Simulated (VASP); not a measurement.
Energy against volume of NiAl (CsCl type). Method: rev-vdW-DF2, VASP's PBE PAW potentials (set 64) (plane waves; VASP). Settings: 520 eV cut-off, 13×13×13 Γ-centred mesh, first-order Methfessel-Paxton smearing of 0.10 eV, potentials Al Ni.

| V (Å³/atom) | E (eV/atom) |
|---|---|
| 11.226 | -3.54068 |
| 11.584 | -3.55849 |
| 11.942 | -3.56344 |
| 12.300 | -3.55746 |

### Question
Fit these four points and predict the energy of the run at 12.659 Å³/atom.

### Answer
A cubic in V^(−2/3), the third-order Birch-Murnaghan form, passes through the four points with V0 = 11.92 Å³/atom and B0 = 164 GPa, and gives -3.5422 eV/atom there. The run gave -3.5422 eV/atom, -0.1 meV/atom from the fit; all five points give B0 = 164 GPa.

The compound is NiAl in the CsCl type structure. It was relaxed first. The run is not spin-polarised, so no magnetic state was tried.
